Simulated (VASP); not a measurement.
Consider the following.

```
CELL_PARAMETERS angstrom
     -1.14848     1.14848     1.14848
      1.14848    -1.14848     1.14848
      1.14848     1.14848    -1.14848
ATOMIC_POSITIONS crystal
  B  0.00000 0.00000 0.00000
```

Level of theory: PBEsol GGA, VASP's PBE PAW potentials (set 64) (plane waves; VASP 6.6.1). Run with 520 eV cut-off, 20×20×20 Γ-centred mesh, first-order Methfessel-Paxton smearing of 0.10 eV, potentials B.

Task: What does the run give for the energy per atom (σ→0), band gap (on the k-mesh) with the smallest direct gap where there is one?

Result: 
```
Property                                                    Result
------------------------  ----------------------------------------
band gap (on the k-mesh)  none (metal, semimetal or under 0.01 eV)
energy per atom (σ→0)                               -5.395 eV/atom
```

The structure was generated: B was put into the bcc type (Im-3m), which need not be its known phase. It was relaxed first. The start is the result of an earlier pass.
